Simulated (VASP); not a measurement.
Output of a VASP run:

**OUTCAR**
```
 ion  position               nearest neighbor table
   1  0.000  0.000  0.000-
  LATTYP: Found a body centered tetragonal cell.
 ALAT       =     3.2500000000
 C/A-ratio  =     1.5230769231
 Subroutine PRICEL returns:
 Original cell was already a primitive cell.
 Subroutine GETGRP returns: Found 16 space group operations
The static configuration has the point symmetry D_4h.
The dynamic configuration has the point symmetry D_4h.
 Subroutine INISYM returns: Found 16 space group operations
 Subroutine IBZKPT returns following result:
 Found    288 irreducible k-points:

 Following reciprocal coordinates:
            Coordinates               Weight
  0.000000  0.000000  0.000000      1.000000
  0.066667  0.000000  0.000000      8.000000
  0.133333  0.000000  0.000000      8.000000
  0.200000  0.000000  0.000000      8.000000
  0.266667  0.000000  0.000000      8.000000
  0.333333  0.000000 -0.000000      8.000000
  0.400000  0.000000 -0.000000      8.000000
  0.466667  0.000000 -0.000000      8.000000
  0.066667  0.066667  0.000000      8.000000
  0.133333  0.066667  0.000000     16.000000
  0.200000  0.066667  0.000000     16.000000
  0.266667  0.066667 -0.000000     16.000000
  0.333333  0.066667  0.000000     16.000000
  0.400000  0.066667 -0.000000     16.000000
  0.466667  0.066667 -0.000000     16.000000
 -0.466667  0.066667 -0.000000     16.000000
 -0.400000  0.066667  0.000000     16.000000
 -0.333333  0.066667  0.000000     16.000000
 -0.266667  0.066667  0.000000     16.000000
 -0.200000  0.066667  0.000000     16.000000
 -0.133333  0.066667  0.000000     16.000000
 -0.066667  0.066667  0.000000      4.000000
  0.133333  0.133333 -0.000000      8.000000
  0.200000  0.133333 -0.000000     16.000000
  0.266667  0.133333  0.000000     16.000000
  0.333333  0.133333 -0.000000     16.000000
  0.400000  0.133333 -0.000000     16.000000
  0.466667  0.133333 -0.000000     16.000000
 -0.466667  0.133333 -0.000000     16.000000
 -0.400000  0.133333  0.000000     16.000000
 -0.333333  0.133333  0.000000     16.000000
 -0.266667  0.133333  0.000000     16.000000
 -0.200000  0.133333  0.000000     16.000000
 -0.133333  0.133333  0.000000      4.000000
  0.200000  0.200000  0.000000      8.000000
  0.266667  0.200000 -0.000000     16.000000
  0.333333  0.200000  0.000000     16.000000
  0.400000  0.200000  0.000000     16.000000
  0.466667  0.200000  0.000000     16.000000
 -0.466667  0.200000  0.000000     16.000000
   k-points           NKPTS =    288   k-points in BZ     NKDIM =    288   number of bands    NBANDS=     10
   number of dos      NEDOS =    301   number of ions     NIONS =      1
   total plane-waves  NPLWV =   8000
   dimension x,y,z NGX =    20 NGY =   20 NGZ =   20
   dimension x,y,z NGXF=    40 NGYF=   40 NGZF=   40
   ions per type =               1
   PREC   = accura    normal or accurate (medium, high low for compatibility)
   ISTART =      0    job   : 0-new  1-cont  2-samecut
   ICHARG =      2    charge: 1-file 2-atom 10-const
   ISPIN  =      1    spin polarized calculation?
   LNONCOLLINEAR =      F non collinear calculations
   LSORBIT =      F    spin-orbit coupling
   INIWAV =      1    electr: 0-lowe 1-rand  2-diag
   ENCUT  =  300.0 eV  22.05 Ry    4.70 a.u.   4.77  4.77  4.77*2*pi/ulx,y,z
   NELM   =    100;   NELMIN=  2; NELMDL= -5     # of ELM steps
   EDIFF  = 0.1E-05   stopping-criterion for ELM
   LREAL  =      F    real-space projection
   NLSPLINE    = F    spline interpolate recip. space projectors
   LMAXMIX     =    4 max onsite mixed and CHGCAR
   VOSKOWN=      0    Vosko Wilk Nusair interpolation
   EDIFFG = -.1E-01   stopping-criterion for IOM
   NSW    =     50    number of steps for IOM
   NBLOCK =      1;   KBLOCK =     50    inner block; outer block
   IBRION =      2    ionic relax: 0-MD 1-quasi-New 2-CG
...
```

File OSZICAR:
```
...
DAV:   6    -0.256638580661E+01    0.58381E-07   -0.54741E-07  2904   0.114E-02
  18 F= -.25663858E+01 E0= -.25590469E+01  d E =-.180336E-03
       N       E                     dE             d eps       ncg     rms          rms(c)
DAV:   1    -0.257328495616E+01   -0.68991E-02   -0.25091E-01  6540   0.653E+00    0.465E-01
DAV:   2    -0.256874409664E+01    0.45409E-02   -0.59293E-03  7240   0.171E+00    0.279E-01
DAV:   3    -0.256652478761E+01    0.22193E-02   -0.29649E-03  8654   0.160E+00    0.765E-02
DAV:   4    -0.256647951491E+01    0.45273E-04   -0.28768E-04  6458   0.281E-01    0.425E-02
DAV:   5    -0.256647301187E+01    0.65030E-05   -0.17690E-05  8596   0.935E-02    0.264E-02
DAV:   6    -0.256647290424E+01    0.10763E-06   -0.12806E-06  3376   0.178E-02
  19 F= -.25664729E+01 E0= -.25591404E+01  d E =-.267434E-03
       N       E                     dE             d eps       ncg     rms          rms(c)
DAV:   1    -0.256682253260E+01   -0.34952E-03   -0.12774E-02  6532   0.145E+00    0.106E-01
DAV:   2    -0.256658794325E+01    0.23459E-03   -0.29831E-04  7440   0.399E-01    0.636E-02
DAV:   3    -0.256647384705E+01    0.11410E-03   -0.15272E-04  8648   0.363E-01    0.180E-02
DAV:   4    -0.256647287999E+01    0.96705E-06   -0.15020E-05  6418   0.625E-02    0.101E-02
DAV:   5    -0.256647293197E+01   -0.51977E-07   -0.53311E-07  3004   0.216E-02
  20 F= -.25664729E+01 E0= -.25591461E+01  d E =-.267462E-03
       N       E                     dE             d eps       ncg     rms          rms(c)
DAV:   1    -0.256672499596E+01   -0.25212E-03   -0.49165E-03  6496   0.140E+00    0.792E-02
DAV:   2    -0.256658149225E+01    0.14350E-03   -0.30655E-04  6490   0.387E-01    0.325E-02
DAV:   3    -0.256655237343E+01    0.29119E-04   -0.74494E-05  7380   0.194E-01    0.137E-02
DAV:   4    -0.256654864586E+01    0.37276E-05   -0.39305E-06  6102   0.381E-02    0.408E-03
DAV:   5    -0.256654821742E+01    0.42843E-06   -0.34406E-07  2898   0.109E-02
  21 F= -.25665482E+01 E0= -.25592166E+01  d E =-.752855E-04
       N       E                     dE             d eps       ncg     rms          rms(c)
DAV:   1    -0.256831920913E+01   -0.17706E-02   -0.44583E-02  6496   0.423E+00    0.238E-01
DAV:   2    -0.256701401097E+01    0.13052E-02   -0.27572E-03  6494   0.116E+00    0.980E-02
DAV:   3    -0.256675434597E+01    0.25967E-03   -0.67634E-04  7408   0.585E-01    0.401E-02
DAV:   4    -0.256673075173E+01    0.23594E-04   -0.35748E-05  6276   0.115E-01    0.119E-02
DAV:   5    -0.256672929150E+01    0.14602E-05   -0.47752E-06  6900   0.326E-02    0.805E-03
DAV:   6    -0.256672938918E+01   -0.97682E-07   -0.20993E-07  2924   0.649E-03
  22 F= -.25667294E+01 E0= -.25593798E+01  d E =-.256457E-03
       N       E                     dE             d eps       ncg     rms          rms(c)
DAV:   1    -0.257321880703E+01   -0.64895E-02   -0.17804E-01  6496   0.848E+00    0.472E-01
DAV:   2    -0.256801748338E+01    0.52013E-02   -0.10916E-02  6486   0.229E+00    0.196E-01
DAV:   3    -0.256698293682E+01    0.10345E-02   -0.27232E-03  7410   0.117E+00    0.784E-02
DAV:   4    -0.256689950202E+01    0.83435E-04   -0.14245E-04  6280   0.228E-01    0.235E-02
DAV:   5    -0.256689564763E+01    0.38544E-05   -0.19248E-05  8580   0.654E-02    0.166E-02
DAV:   6    -0.256689604395E+01   -0.39632E-06   -0.50681E-07  3014   0.106E-02
  23 F= -.25668960E+01 E0= -.25594969E+01  d E =-.423112E-03
```

### OUTCAR
```
------------------------ aborting loop because EDIFF is reached ----------------------------------------
  FORCE on cell =-STRESS in cart. coord.  units (eV):
  Direction    XX          YY          ZZ          XY          YZ          ZX
  --------------------------------------------------------------------------------------
  Total       -0.0009880     -0.0009880      0.0036612      0.0000000     -0.0000000     -0.0000000
  in kB       -0.0579844     -0.0579844      0.2148707      0.0000000     -0.0000000     -0.0000000
  external PRESSURE =       0.0329673 kB  Pullay stress =       0.0000000 kB
  volume of cell :       27.30
      direct lattice vectors                 reciprocal lattice vectors
    -1.730803109  1.730803109  2.278254732     0.000000000  0.288883234  0.219466240
     1.730803109 -1.730803109  2.278254732     0.288883234  0.000000000  0.219466240
     1.730803109  1.730803109 -2.278254732     0.288883234  0.288883234  0.000000000
 POSITION                                       TOTAL-FORCE (eV/Angst)
 -----------------------------------------------------------------------------------
     -1.73080      1.73080      2.27825        -0.000000      0.000000      0.000000
 -----------------------------------------------------------------------------------
    total drift:                               -0.000000     -0.000000      0.000000
  FREE ENERGIE OF THE ION-ELECTRON SYSTEM (eV)
  ---------------------------------------------------
  free  energy   TOTEN  =        -2.5668960439 eV

  energy  without entropy=       -2.5520977812  energy(sigma->0) =       -2.55949691

 reached required accuracy - stopping structural energy minimisation
```
(Selected blocks of OUTCAR.)

POSCAR:
```
In
1
   -1.6250000000     1.6250000000     2.4750000000
    1.6250000000    -1.6250000000     2.4750000000
    1.6250000000     1.6250000000    -2.4750000000
In
1
Direct
  0.0000000000   0.0000000000   0.0000000000
```

Problem. Write an INCAR and KPOINTS that could have produced this output.

Solution. Several could match; the one computed here: the input of the run itself, PBE GGA, plane waves, VASP's PBE PAW potentials (set 64).

KPOINTS:
```
kpoints
0
gamma
 15 15 15
0 0 0
```

**INCAR**
```
SYSTEM = In
PREC = Accurate
ENCUT = 300
EDIFF = 1E-6
NELM = 100
ALGO = Normal
LREAL = .FALSE.
LASPH = .TRUE.
ISMEAR = -1
SIGMA = 0.1
GGA = PE
LMAXMIX = 4
LWAVE = .FALSE.
LCHARG = .FALSE.
ISIF = 3
IBRION = 2
NSW = 50
EDIFFG = -0.01
```

POTCAR, in this order: In_d (PBE.64 set). Program: vasp_std.

At this cut-off the stress carries a Pulay error, which pulls relaxed volumes low. Energy and stress use the plane-wave basis of the starting cell.

The structure is a typed In crystal (I4/mmm). This run relaxes it. Symmetry was kept, so distortions that lower it aren't found. The run is one of a series of settings (EDIFFG = -0.01, IBRION = 2, ISIF = 3, NSW = 50 against the base run), some of them coarse on purpose.
